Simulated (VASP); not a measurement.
## Si: band structure with PBE

The system is Si.

```
CELL_PARAMETERS angstrom
0.00000 2.71356 2.71356
2.71356 0.00000 2.71356
2.71356 2.71356 0.00000
ATOMIC_POSITIONS crystal
Si 0.75000 0.75000 0.75000
Si 0.50000 0.50000 0.50000
```

```
Program                : VASP 6.6.1
Task                   : band structure
Functional             : PBE
Potentials or basis    : VASP PAW PBE potentials, release 64 (Si)
Cutoff                 : 520 eV
k mesh                 : 10 × 10 × 10
Occupations            : gaussian, width 0.02 eV
Spin                   : no spin polarisation
Further INCAR settings : ALGO = Fast; EDIFF = 1e-07
```

```yaml
Pressure: 2.1 GPa
Band_gap_on_the_k_mesh: 0.58 eV, indirect (least direct gap 2.57 eV)
Band_gap_along_the_path: 0.57 eV, indirect (least direct gap 2.57 eV)
```

Levels at the corners of the path, in eV from the valence-band top:
```
point  band 1  band 2  band 3  band 4  band 5  band 6  band 7  band 8
    Γ  -11.97    0.00    0.00    0.00    2.57    2.57    2.57    3.40
    X   -7.82   -7.82   -2.85   -2.85    0.71    0.71   10.13   10.13
    X   -7.82   -7.82   -2.85   -2.85    0.71    0.71   10.13   10.14
    W   -7.65   -7.65   -3.86   -3.86    4.27    4.27    5.01    5.01
    W   -7.65   -7.65   -3.86   -3.86    4.27    4.27    5.01    5.01
    K   -8.23   -7.23   -4.31   -2.43    1.20    4.13    7.48    8.02
    K   -8.23   -7.23   -4.31   -2.43    1.20    4.13    7.48    8.02
    Γ  -11.97    0.00    0.00    0.00    2.57    2.57    2.57    3.40
    Γ  -11.97    0.00    0.00    0.00    2.57    2.57    2.57    3.40
    L   -9.63   -6.97   -1.20   -1.20    1.55    3.34    3.34    7.73
    L   -9.63   -6.97   -1.20   -1.20    1.55    3.34    3.34    7.73
    U   -8.23   -7.23   -4.31   -2.43    1.20    4.13    7.48    8.03
    U   -8.23   -7.23   -4.31   -2.43    1.20    4.13    7.48    8.02
    W   -7.65   -7.65   -3.86   -3.86    4.27    4.27    5.01    5.01
    W   -7.65   -7.65   -3.86   -3.86    4.27    4.27    5.01    5.01
    L   -9.63   -6.97   -1.20   -1.20    1.55    3.34    3.34    7.73
    L   -9.63   -6.97   -1.20   -1.20    1.55    3.34    3.34    7.73
    K   -8.23   -7.23   -4.31   -2.43    1.20    4.13    7.48    8.03
    U   -8.23   -7.23   -4.31   -2.43    1.20    4.13    7.48    8.03
    X   -7.82   -7.82   -2.85   -2.85    0.71    0.71   10.13   10.14
```

Wall time 61 s on 1 thread of Intel(R) Xeon(R) Platinum 8259CL CPU @ 2.50GHz (Skylake/Cascade Lake), with other jobs on the host, peak memory 0.16 GiB.
